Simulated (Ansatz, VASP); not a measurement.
# Ni (zigzag Ni chain) in two plane-wave programs

One calculation is typed for both programs; each brings its own data sets. How far apart do they land? The cell is taken from a series of runs on this material, whose earlier steps may have relaxed, scaled, displaced or heated it; both programs get it as it stands.

Main program and level: Ansatz 0.2.0; plane waves, with VASP 6.6.1 beside it; relaxation of the atoms at PBE.

## 1. Set-up

The cell holds 2 atoms: 2 Ni. Cell: a = 9.000 Å, b = 7.500 Å, c = 2.769 Å, α = 90.0°, β = 90.0°, γ = 90.0°. Vacuum lies along a and b. The structure's axis is c.

## 2. Ansatz: relaxation of the atoms, PBE, pair 1

Ansatz runs on its default PAW (the set named soft_2) files.

A relaxation sums small force errors into a geometry.

Contents of input.yaml:

```yaml
crystal:
  lattice:
    - [9.0, 0.0, 0.0]
    - [0.0, 7.5, 0.0]
    - [0.0, 0.0, 2.7690285734]
  atoms:
    - { symbol: Ni, position: [0.389108032, 0.5, 0.0], spin: 0.95 }
    - { symbol: Ni, position: [0.610891968, 0.5, 0.5], spin: 0.95 }
magnetization:
  spin_polarized: true
kpoints:
  mp_grid: { grid: [1, 1, 29] }
scf:
  occupations: { method: fermi_dirac, width: 0.05 }
hamiltonian:
  xc: pbe
relax:
  max_steps: 40
```

Command:

```
> ansatz run input.yaml --threads 4 --pin off --max-ram 8192MiB --backend cpu --events-out ev --progress --plain --runs-dir out
```

Numbers of over 12 decimals in the logs are rounded to 6 here.

The program printed:

```text
Engine: ansatz 0.2.0, aarch64-unknown-linux-gnu
Pseudopotentials: kind: paw
Pseudopotential: Ni, paw, valence charge 18, recommended cutoff 420 eV (normal), Ni.paw.azcp
Functional definition: PBE
  parameter kappa = 0.804
  parameter beta = 0.066725
  exchange = pbe_x(kappa = kappa, mu = beta*pi^2/3)
  correlation = pbe_c(beta = beta)
Crystal: 2 atoms, lattice volume = 186.909 Å³
Basis set: ecut = 420 eV, 3687 PW (Γ), exchange–correlation on 128×108×40 points (8 copies of the dense FFT grid, shifted against one another)
Bands: 23, of which v1, the nominal top of the filled ones, is band 18 counted from 1 (17 counted from 0)
Symmetry: 8 space group operations
Space group: Pmma (ITA 51), of the structure as read, at distance tolerance 5.7e-5 Å
Magnetic group: BNS 51.289 (UNI 387), of the structure as read, at distance tolerance 5.7e-5 Å
k-points: 15 of 29
Non-local potential: Ni, projectors of the file, l = 0: 3, l = 1: 2, l = 2: 3, l = 3: 1
PAW form: soft (Blöchl's): semilocal exchange-correlation on the pseudo side does not see the compensation charge
PAW one-centre angular grid: Ni, 590 points (default); XC on 64 Gauss nodes
Initial density: superposition of atomic densities (neutral atoms: chi_scale 0, normalization atom)
Starting moments: Σ|m| = 1.9 μB on 2 of 2 sites
Initial wavefunctions: pseudopotential atomic-orbital guess
Functional: x = pbe(κ = 0.804, μ = 0.219515), c = pbe(β = 0.066725)
SCF iter   1: F=—  HF=-11672.267160 eV  |F-HF|=—  |Δ(HF+E_count)|=         —  Δρ=3.18e-2 (↑3.18e-2 ↓2.49e-2)  dr2=6.18e0  dr2_m=4.68e-2  M=1.816 μB ∫|m|=1.932 μB  β_m=0.30  ethr=3.10e-3  ⟨swp⟩=6.3  Hψ=3337  notcnv=0
Mixer restart at iter 1: flushing history
preconditioner: auto → LDOS  [metal: Δε(μ)=0.005 eV  Ē_g=4.360 eV  σ=0.050 eV  W_gap=0.02  n_scr=20 (ndim 8)  ℏωp=12.1 eV  f_vac=0.670  D(μ)=12.87/eV (n_scr^D=148)]
spin=Collinear: LDOS preconditioning applied to the charge; magnetization (m = ρ↑ − ρ↓) channel mixes plain (no charge-response kernel on spin).
SCF iter   2: F=—  HF=-11673.088492 eV  |F-HF|=—  |Δ(HF+E_count)|=   8.21e-1  Δρ=1.89e-2 (↑1.89e-2 ↓9.88e-3)  dr2=1.63e0  dr2_m=1.00e-1  M=2.080 μB ∫|m|=2.166 μB  β_m=0.45  ethr=3.10e-3  ⟨swp⟩=3.0  Hψ=1435  notcnv=0
SCF iter   3: F=—  HF=-11674.319526 eV  |F-HF|=—  |Δ(HF+E_count)|=    1.23e0  Δρ=7.52e-3 (↑7.52e-3 ↓6.22e-3)  dr2=2.17e-1  dr2_m=2.26e-2  M=2.124 μB ∫|m|=2.260 μB  β_m=0.61  ethr=3.10e-3  ⟨swp⟩=3.0  Hψ=1227  notcnv=0
SCF iter   4: F=—  HF=-11674.751598 eV  |F-HF|=—  |Δ(HF+E_count)|=         —  Δρ=3.39e-3 (↑3.39e-3 ↓2.18e-3)  dr2=3.65e-2  dr2_m=4.53e-3  M=2.066 μB ∫|m|=2.255 μB  β_m=0.61  ethr=6.04e-4  ⟨swp⟩=3.2  Hψ=1402  notcnv=0
Mixer restart at iter 4: flushing history
SCF iter   5: F=—  HF=-11674.757620 eV  |F-HF|=—  |Δ(HF+E_count)|=   6.02e-3  Δρ=4.96e-3 (↑1.45e-3 ↓4.96e-3)  dr2=4.61e-2  dr2_m=6.33e-3  M=2.016 μB ∫|m|=2.195 μB  β_m=0.57  ethr=1.01e-4  ⟨swp⟩=3.5  Hψ=1524  notcnv=0  defer=1
SCF iter   6: F=—  HF=-11674.760911 eV  |F-HF|=—  |Δ(HF+E_count)|=   3.29e-3  Δρ=1.10e-3 (↑1.10e-3 ↓9.25e-4)  dr2=1.78e-3  dr2_m=1.33e-3  M=2.036 μB ∫|m|=2.220 μB  β_m=0.70  ethr=1.01e-4  ⟨swp⟩=2.0  Hψ=1242  notcnv=0  defer=1
SCF iter   7: F=—  HF=-11674.766357 eV  |F-HF|=—  |Δ(HF+E_count)|=   5.45e-3  Δρ=9.46e-4 (↑3.31e-4 ↓9.46e-4)  dr2=1.56e-3  dr2_m=6.29e-4  M=2.004 μB ∫|m|=2.188 μB  β_m=0.68  ethr=4.96e-6  ⟨swp⟩=2.0  Hψ=1163  notcnv=0  defer=1
SCF iter   8: F=—  HF=-11674.766408 eV  |F-HF|=—  |Δ(HF+E_count)|=   5.14e-5  Δρ=1.48e-4 (↑8.81e-5 ↓1.48e-4)  dr2=1.52e-5  dr2_m=1.73e-5  M=2.006 μB ∫|m|=2.188 μB  β_m=0.84  ethr=4.32e-6  ⟨swp⟩=2.0  Hψ=1125  notcnv=0  defer=1
SCF iter   9: F=—  HF=-11674.766487 eV  |F-HF|=—  |Δ(HF+E_count)|=   7.90e-5  Δρ=6.71e-5 (↑1.22e-5 ↓6.71e-5)  dr2=4.28e-6  dr2_m=2.44e-6  M=2.008 μB ∫|m|=2.188 μB  β_m=0.81  ethr=4.21e-8  ⟨swp⟩=2.0  Hψ=1114  notcnv=0  defer=1
SCF iter  10: F=—  HF=-11674.766488 eV  |F-HF|=—  |Δ(HF+E_count)|=   8.58e-7  Δρ=1.81e-5 (↑6.62e-6 ↓1.81e-5)  dr2=2.98e-7  dr2_m=1.82e-7  M=2.008 μB ∫|m|=2.187 μB  β_m=0.91  ethr=1.19e-8  ⟨swp⟩=2.1  Hψ=972  notcnv=0  defer=1
SCF iter  11: F=-11674.766488 eV  HF=-11674.766488 eV  |F-HF|=1.32e-7  |Δ(HF+E_count)|=   2.25e-7  Δρ=8.98e-6 (↑2.98e-6 ↓8.98e-6)  dr2=1.55e-7  dr2_m=2.14e-8  M=2.008 μB ∫|m|=2.187 μB  ethr=8.28e-10  ⟨swp⟩=2.0  Hψ=2206  notcnv=0
SCF 1 converged in 11 iterations: F = -11674.766488 eV  dr2 = 1.55e-7
  greatest PAW one-centre occupation: 1.002 electrons in one spin orbital (limit 2), on the Ni atom at site 1 (counted from 0), in its partial waves of l = 1
relax step   1: F+E_penalty+E_count = -11674.76648827 eV  Δ(F+E_penalty+E_count) = +0.000e0 eV  max|allowed force component| = 1.260e0 eV/Å  Δτ_max = 0.0000 Å  (11 SCF iters, dr2 threshold 2.50e-6 eV, accepted)
[...]
relax step   3: F+E_penalty+E_count = -11674.92330403 eV  Δ(F+E_penalty+E_count) = -4.077e-2 eV  max|allowed force component| = 4.259e-1 eV/Å  Δτ_max = 0.0820 Å  (8 SCF iters, dr2 threshold 4.04e-5 eV, accepted)
[...]
relax step   4: F+E_penalty+E_count = -11674.93300723 eV  Δ(F+E_penalty+E_count) = -9.703e-3 eV  max|allowed force component| = 1.939e-2 eV/Å  Δτ_max = 0.0246 Å  (6 SCF iters, dr2 threshold 5.10e-5 eV, accepted)
[...]
relax step   5: F+E_penalty+E_count = -11674.93301058 eV  Δ(F+E_penalty+E_count) = -3.351e-6 eV  max|allowed force component| = 2.036e-2 eV/Å  Δτ_max = 0.0000 Å  (5 SCF iters, accepted)
[...]
relax step   6: F+E_penalty+E_count = -11674.93303520 eV  Δ(F+E_penalty+E_count) = -2.462e-5 eV  max|allowed force component| = 6.853e-4 eV/Å  Δτ_max = 0.0012 Å  (6 SCF iters, accepted)
SCF converged after 6 iterations
Magnetization: 1.9676 μB (18.9838 up, 17.0162 down)
Absolute magnetization: 2.1541 μB (∫|ρ↑−ρ↓|, with the PAW one-centre terms)
Spin contamination: 0.0249 ħ² per cell (⟨S²⟩ above its minimum at these occupations)
Per-site moments (μB) at R_I (Å): [(0.932054, 0.926556), (0.932054, 0.926556)]
Free energy (F): -11674.933035 eV
Harris-Foulkes:  -11674.933035 eV  (|F-HF|=7.86e-10)
Internal energy: -11674.877319 eV  (E = F + TS)
E sigma→0 (E₀):  -11674.905177 eV
Entropy (-TS):   -0.055716 eV (-27.858 meV/atom)
Fermi energy:    -1.531832 eV
--- Per-component energies (eV) ---
  E_band       = -1253.165571
  E_kinetic    = 561.010955
  E_local      = -17979.985836  (includes V_loc(G=0)·N_el)
  E_nonlocal   = 1289.726104
  E_hartree    = 8080.944970
  E_xc         = -161.878867
  E_vxc        = -207.957239  (∫ρ·V_xc dr)
  E_paw        = -3274.446956  (= ΣΔE_a)
  E_vpaw       = -1077.841871  (= ΣTr[D̂ρ^β])
  E_aug_tail   = 0.001005  (compensation charges beyond the density's cutoff)
  E_ewald      = -190.248692
  E_smearing   = -0.055716  (= −TS)
  E_closure    = -0.000000  (closes the sum)
  Σ components = -11674.933035   (vs F -11674.933035, Δ=0.00e0)
--- Forces (eV/Å), atoms counted from 1 ---
  atom   1  Ni     0.00068531     0.00000000     0.00000000
  atom   2  Ni    -0.00068531     0.00000000     0.00000000
  max |Σ_I F_I| component: 1.08e-19 eV/Å
--- Relaxed structure (6 steps of the walk, 6 accepted, 0 SCFs on fresh bases) ---
  F+E_penalty+E_count = -11674.93303520 eV   max|allowed force component| = 6.853e-4 eV/Å
  atoms:
    - { symbol: Ni, position: [0.401736, 0.5, 0.0] }
    - { symbol: Ni, position: [0.598264, 0.5, 0.5] }
```

## 3. VASP: relaxation of the atoms, PBE, pair 1

The same cell, functional, mesh and smearing now go to VASP, with its own data sets.

Lines of VASP's logs that name or quote its potential files are left out, and so is its time.

Contents of INCAR:

```
SYSTEM = Ni
PREC = Accurate
ENCUT = 520
EDIFF = 1E-07
NELM = 200
ISMEAR = -1
SIGMA = 0.05
LREAL = .FALSE.
ALGO = Normal
GGA = PE
NBANDS = 19
ISPIN = 2
MAGMOM = 0.93 0.93
LASPH = .TRUE.
LMAXMIX = 4
LORBIT = 11
LWAVE = .FALSE.
LCHARG = .FALSE.
ISIF = 2
IBRION = 2
NSW = 80
EDIFFG = -0.01
GGA_COMPAT = .FALSE.
NELMIN = 4
KPAR = 2
```

Contents of POSCAR:

```
Ni
1.0
    9.0000000000      0.0000000000      0.0000000000
    0.0000000000      7.5000000000      0.0000000000
    0.0000000000      0.0000000000      2.7690285734
Ni
2
Direct
    0.3891080000      0.5000000000      0.0000000000
    0.6108920000      0.5000000000      0.5000000000
```

Contents of KPOINTS:

```
Automatic mesh
0
Gamma
1 1 29
0 0 0
```

The projector-augmented-wave data sets are Ni (PBE family, release 64).

Command:

```
> mpirun -np 2 vasp_std
```

The program printed:

```text
[banner, memory and clock lines left out]
running    2 mpi-ranks, on    1 nodes
 distrk:  each k-point on    1 cores,    2 groups
 distr:  one band on    1 cores,    1 groups

 POSCAR found type information on POSCAR Ni
 POSCAR found :  1 types and       2 ions
 LDA part: xc-table for (Slater+PW92), standard interpolation
 POSCAR, INCAR and KPOINTS ok, starting setup
 FFT: planning ... GRIDC
 FFT: planning ... GRID_SOFT
 FFT: planning ... GRID
 WAVECAR not read
 entering main loop
       N       E                     dE             d eps       ncg     rms          rms(c)
DAV:   1     0.926022501788E+02    0.92602E+02   -0.68305E+03  1140   0.804E+02
DAV:   2    -0.390928151618E+01   -0.96512E+02   -0.87572E+02  1179   0.184E+02
DAV:   3    -0.708703409352E+01   -0.31778E+01   -0.31301E+01  1296   0.427E+01
DAV:   4    -0.712094106202E+01   -0.33907E-01   -0.33896E-01  1423   0.520E+00
DAV:   5    -0.712137024762E+01   -0.42919E-03   -0.42918E-03  1308   0.437E-01    0.785E+00
DAV:   6    -0.707833922212E+01    0.43031E-01   -0.92044E+00  1241   0.388E+01    0.894E+00
DAV:   7    -0.633275870095E+01    0.74558E+00   -0.29494E+00  1249   0.206E+01    0.169E+00
DAV:   8    -0.633207690411E+01    0.68180E-03   -0.17477E-01  1213   0.250E+00    0.204E+00
DAV:   9    -0.632037809282E+01    0.11699E-01   -0.39247E-02  1161   0.223E+00    0.107E+00
DAV:  10    -0.631395953206E+01    0.64186E-02   -0.13848E-02  1185   0.145E+00    0.445E-01
DAV:  11    -0.631833252749E+01   -0.43730E-02   -0.42036E-03  1178   0.648E-01    0.362E-01
DAV:  12    -0.631943105729E+01   -0.10985E-02   -0.25771E-03  1149   0.628E-01    0.136E-01
DAV:  13    -0.631974218145E+01   -0.31112E-03   -0.11974E-03  1140   0.382E-01    0.938E-02
DAV:  14    -0.632020698953E+01   -0.46481E-03   -0.43235E-04  1140   0.221E-01    0.453E-02
DAV:  15    -0.632052799750E+01   -0.32101E-03   -0.13452E-04  1192   0.123E-01    0.373E-02
DAV:  16    -0.632062912290E+01   -0.10113E-03   -0.60531E-05  1191   0.101E-01    0.326E-02
DAV:  17    -0.632062057149E+01    0.85514E-05   -0.16038E-05  1236   0.642E-02    0.222E-02
DAV:  18    -0.632063588147E+01   -0.15310E-04   -0.16154E-05  1289   0.607E-02    0.173E-02
DAV:  19    -0.632065347936E+01   -0.17598E-04   -0.86646E-06  1214   0.598E-02    0.621E-03
DAV:  20    -0.632066947778E+01   -0.15998E-04   -0.34270E-06  1294   0.222E-02    0.388E-03
DAV:  21    -0.632068469256E+01   -0.15215E-04   -0.29967E-06  1229   0.161E-02    0.179E-03
DAV:  22    -0.632068796263E+01   -0.32701E-05   -0.12062E-06  1227   0.938E-03    0.106E-03
DAV:  23    -0.632068827573E+01   -0.31311E-06   -0.38151E-07  1156   0.607E-03    0.879E-04
DAV:  24    -0.632068827633E+01   -0.60072E-09   -0.10168E-07  1122   0.323E-03
   1 F= -.63206883E+01 E0= -.62889924E+01  d E =-.632069E+01  mag=     1.9768
[... from here on, the cycles between the ionic steps are left out ...]
   2 F= -.64443707E+01 E0= -.64150721E+01  d E =-.123682E+00  mag=     1.9542
   4 F= -.64869494E+01 E0= -.64586957E+01  d E =-.166261E+00  mag=     1.9293
   5 F= -.64869498E+01 E0= -.64586970E+01  d E =-.397793E-06  mag=     1.9293
   6 F= -.64869509E+01 E0= -.64586985E+01  d E =-.152769E-05  mag=     1.9293
   7 F= -.64869509E+01 E0= -.64586984E+01  d E =-.215382E-07  mag=     1.9293
   8 F= -.64869510E+01 E0= -.64586984E+01  d E =-.461155E-07  mag=     1.9293
   9 F= -.64869510E+01 E0= -.64586985E+01  d E =-.948585E-07  mag=     1.9293
  10 F= -.64869511E+01 E0= -.64586986E+01  d E =-.192888E-06  mag=     1.9293
  11 F= -.64869513E+01 E0= -.64586989E+01  d E =-.387779E-06  mag=     1.9293
  12 F= -.64869517E+01 E0= -.64586995E+01  d E =-.772956E-06  mag=     1.9293
  13 F= -.64869525E+01 E0= -.64587006E+01  d E =-.152826E-05  mag=     1.9292
  14 F= -.64869539E+01 E0= -.64587026E+01  d E =-.298660E-05  mag=     1.9292
  15 F= -.64869566E+01 E0= -.64587065E+01  d E =-.563558E-05  mag=     1.9292
 curvature:  -0.14 expect dE=-0.196E-05 dE for cont linesearch -0.196E-05
 ZBRENT: increasing intervall
 opt :   0.5386  next Energy=    -6.486961 (dE=-0.972E-05)
 bond charge predicted
       N       E                     dE             d eps       ncg     rms          rms(c)
DAV:   1    -0.648696016922E+01   -0.36258E-05   -0.34512E-04  1161   0.111E-01    0.518E-03
DAV:   2    -0.648696088382E+01   -0.71460E-06   -0.34468E-06  1300   0.177E-02    0.300E-03
DAV:   3    -0.648696088208E+01    0.17371E-08   -0.21327E-07  1092   0.431E-03    0.164E-03
DAV:   4    -0.648696091099E+01   -0.28909E-07   -0.44045E-08   892   0.249E-03
  16 F= -.64869609E+01 E0= -.64587134E+01  d E =-.998891E-05  mag=     1.9291
 curvature:  -0.30 expect dE=-0.217E-05 dE for cont linesearch -0.217E-05
 trial: gam=-0.24420 g(F)=  0.734E-05 g(S)=  0.000E+00 ort = 0.127E-04 (trialstep = 0.108E+00)
 search vector abs. value=  0.244E-05
 reached required accuracy - stopping structural energy minimisation
```

OUTCAR, selected parts (step 3):

```text
ion  position               nearest neighbor table
   1  0.389  0.500  0.000-   2 2.43   2 2.43
   2  0.611  0.500  0.500-   1 2.43   1 2.43

  LATTYP: Found a simple orthorhombic cell.
 ALAT       =     2.7690285734
 B/A-ratio  =     2.7085310972
 C/A-ratio  =     3.2502373166

 Subroutine GETGRP returns: Found  8 space group operations
 (whereof  4 operations were pure point group operations)

The static configuration has the point symmetry C_2v.
 The point group associated with its full space group is D_2h.

 Found     15 irreducible k-points:

   k-points           NKPTS =     15   k-points in BZ     NKDIM =     15   number of bands    NBANDS=     19

   dimension x,y,z NGX =    70 NGY =   56 NGZ =   24
   dimension x,y,z NGXF=   140 NGYF=  112 NGZF=   48

   ENCUT  =  520.0 eV  38.22 Ry    6.18 a.u.  16.73 13.95  5.15*2*pi/ulx,y,z

   NELECT =      20.0000    total number of electrons

 k-points in reciprocal lattice and weights: Automatic mesh
   0.00000000  0.00000000  0.00000000       0.034
   0.00000000  0.00000000  0.03448276       0.069
   0.00000000  0.00000000  0.06896552       0.069
   0.00000000  0.00000000  0.10344828       0.069
   0.00000000  0.00000000  0.13793103       0.069
   0.00000000  0.00000000  0.17241379       0.069
   0.00000000  0.00000000  0.20689655       0.069
   0.00000000  0.00000000  0.24137931       0.069
   0.00000000  0.00000000  0.27586207       0.069
[...]
0.00000000  0.00000000  0.44827586       0.069
   0.00000000  0.00000000  0.48275862       0.069

 average (electrostatic) potential at core
       1 -93.4609       2 -93.4609

 E-fermi :  -2.5373

 spin component 1
 k-point     1 :       0.0000    0.0000    0.0000
  band No.  band energies     occupation
    ...
      8      -3.8013      1.00000
      9      -3.4801      1.00000
     10      -3.4240      1.00000
     11      -3.0957      0.99999
     12      -2.7024      0.96449
     13      -0.7696      0.00000
     14      -0.2571      0.00000
     15       1.7959      0.00000
     16       2.3274      0.00000
     17       3.1409      0.00000
    ...

 k-point     2 :       0.0000    0.0000    0.0345
  band No.  band energies     occupation
    ...
      8      -3.8007      1.00000
      9      -3.4925      1.00000
     10      -3.4213      1.00000
     11      -3.1133      0.99999
     12      -2.6773      0.94268
     13      -0.7344      0.00000
     14      -0.2239      0.00000
     15       1.8197      0.00000
     16       2.3502      0.00000
     17       3.1679      0.00000
    ...

 k-point     3 :       0.0000    0.0000    0.0690
  band No.  band energies     occupation
    ...
      8      -3.7697      1.00000
      9      -3.5272      1.00000
     10      -3.4141      1.00000
     11      -3.1617      1.00000
     12      -2.6025      0.78648
     13      -0.6309      0.00000
     14      -0.1268      0.00000
     15       1.8909      0.00000
     16       2.4186      0.00000
     17       3.2483      0.00000
    ...

 k-point     4 :       0.0000    0.0000    0.1034
  band No.  band energies     occupation
    ...
      7      -3.7991      1.00000
      8      -3.7198      1.00000
      9      -3.5778      1.00000
     10      -3.4044      1.00000
     11      -3.2298      1.00000
     12      -2.4794      0.23891
     13      -0.4644      0.00000
     14       0.0279      0.00000
     15       2.0092      0.00000
     16       2.5322      0.00000
    ...

 k-point     5 :       0.0000    0.0000    0.1379
  band No.  band energies     occupation
    ...
      7      -3.8017      1.00000
      8      -3.6773      1.00000
      9      -3.6362      1.00000
     10      -3.3941      1.00000
     11      -3.3025      1.00000
     12      -2.3102      0.01054
     13      -0.2417      0.00000
     14       0.2329      0.00000
     15       2.1739      0.00000
     16       2.6907      0.00000
    ...

 k-point     6 :       0.0000    0.0000    0.1724
  band No.  band energies     occupation
    ...
      7      -3.8067      1.00000
      8      -3.6944      1.00000
      9      -3.6434      1.00000
     10      -3.3848      1.00000
     11      -3.3655      1.00000
     12      -2.0974      0.00015
     13       0.0313      0.00000
     14       0.4820      0.00000
     15       2.3846      0.00000
     16       2.8936      0.00000
    ...

  Total       -0.0181966     -0.1443276     -3.7663229      0.0000000      0.0000000      0.0000000
  in kB       -0.1559805     -1.2371678    -32.2847129      0.0000000      0.0000000      0.0000000
  external PRESSURE =     -11.2259537 kB  Pullay stress =       0.0000000 kB

  energy-cutoff  :      520.00
  volume of cell :      186.91
      direct lattice vectors                 reciprocal lattice vectors
     9.000000000  0.000000000  0.000000000     0.111111111  0.000000000  0.000000000
     0.000000000  7.500000000  0.000000000     0.000000000  0.133333333  0.000000000
     0.000000000  0.000000000  2.769028573     0.000000000  0.000000000  0.361137480

 POSITION                                       TOTAL-FORCE (eV/Angst)
 -----------------------------------------------------------------------------------
      3.61535      3.75000      0.00000         0.008724      0.000000      0.000000
      5.38465      3.75000      1.38451        -0.008724      0.000000      0.000000
 -----------------------------------------------------------------------------------
    total drift:                               -0.000000     -0.000000     -0.000000

  FREE ENERGIE OF THE ION-ELECTRON SYSTEM (eV)
  ---------------------------------------------------
  free  energy   TOTEN  =        -6.4869609110 eV

  energy  without entropy=       -6.4304659104  energy(sigma->0) =       -6.45871341

 reached required accuracy - stopping structural energy minimisation

 total charge
# of ion       s       p       d       tot
------------------------------------------
    1        0.476   0.185   8.344   9.004
    2        0.476   0.185   8.344   9.004
--------------------------------------------------
tot          0.951   0.369  16.687  18.008

 magnetization (x)
# of ion       s       p       d       tot
------------------------------------------
    1        0.009  -0.003   0.916   0.923
    2        0.009  -0.003   0.916   0.923
--------------------------------------------------
tot          0.019  -0.005   1.832   1.846

[... 6 further parts left out ...]
```

The magnetic state follows from one typed start and may not be the lowest.

## 4. Side by side

Known differences besides the potentials themselves: VASP starts from the moments at which Ansatz ended; the data sets hold 36 valence electrons in Ansatz (on its default PAW (the set named soft_2) files) and 20 in VASP; the cutoff is 420 eV in Ansatz and 520 eV in VASP; site moments are counted in spheres of each program's own size. Total energies have different zeros and are not compared.

Both answers:

```tsv
quantity	Ansatz	VASP	difference
volume (Å³)	186.91	186.91	+0.00 %
edge a after relaxation, in the typed setting (Å)	9.000	9.000	+0.00 %
edge b after relaxation, in the typed setting (Å)	7.500	7.500	+0.00 %
edge c after relaxation, in the typed setting (Å)	2.769	2.769	+0.00 %
total moment (μB)	1.97	1.93	+0.04
moment on Ni1 (μB)	0.93	0.92	+0.01
moment on Ni2 (μB)	0.93	0.92	+0.01
```

(Part 1 of 2 ends here.)

[Lines on the potential files, build, host, timing and source positions are cut from VASP's logs without a mark.]

[Logs are printed without paths, hosts, clocks, repeated set-up lines and the standing remarks that a program may print on its own settings, such as how far it seeks lower states.]

[Hosts, paths, dates, database ids (printed as entryN), source tags and the programs' standing remarks are cut or masked in the printed files.]
